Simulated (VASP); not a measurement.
A run of VASP 6.6.1 is set up as follows.

File INCAR:

```
SYSTEM = Mn2C
PREC = Normal ; ENCUT = 520
EDIFF = 1E-4 ; ISMEAR = 0
SIGMA = 0.15 ; LREAL = .FALSE.
LASPH = .TRUE. ; NELM = 60
ALGO = Fast ; ISIF = 3
LWAVE = .FALSE. ; LCHARG = .FALSE.
ISPIN = 2 ; MAGMOM = 4 4 4 4 0 0
LORBIT = 11 ; LMAXMIX = 4
GGA = PE ; IBRION = 2
NSW = 24 ; EDIFFG = -0.08
```

Contents of KPOINTS:

```
regular mesh
0
G
  5 5 3
  0 0 0
```

Contents of POSCAR:

```
Mn2C
1.0
    4.2981983000      0.0000000000      0.0000000000
   -2.1490991500      3.7223489200      0.0000000000
    0.0000000000      0.0000000000      5.3714353000
Mn C
4 2
Direct
    0.0000000000      0.0000000000      0.0000000000
    0.0000000000      0.0000000000      0.5000000000
    0.3333333300      0.6666666700      0.7500000000
    0.6666666700      0.3333333300      0.2500000000
    0.3333333300      0.6666666700      0.2500000000
    0.6666666700      0.3333333300      0.7500000000
```

Potentials or basis: VASP PAW PBE potentials, release 64 (Mn_pv, C).

Launch:

```sh
$ cat potpaw_PBE.64/Mn_pv/POTCAR potpaw_PBE.64/C/POTCAR > POTCAR
$ mpirun -np 1 vasp_std > vasp.out
```

Task: Estimate the site moments.

Result: Mn +1.80, +0.93; C -0.07 μB.

Task: Estimate the relaxed cell.

Result: a = 3.642 Å, b = 3.642 Å, c = 4.669 Å, α = 90.00°, β = 90.00°, γ = 120.00°.

Task: Predict the band gap on the k mesh.

Result: None (metal or under the smearing width).

Stress tensor (GPa, compression positive):
```
0.23 0.00 0.00
0.00 0.23 0.00
0.00 0.00 0.55
```

Caveat: the k mesh is coarse (spacing up to 0.39 Å⁻¹), so the values aren't converged.
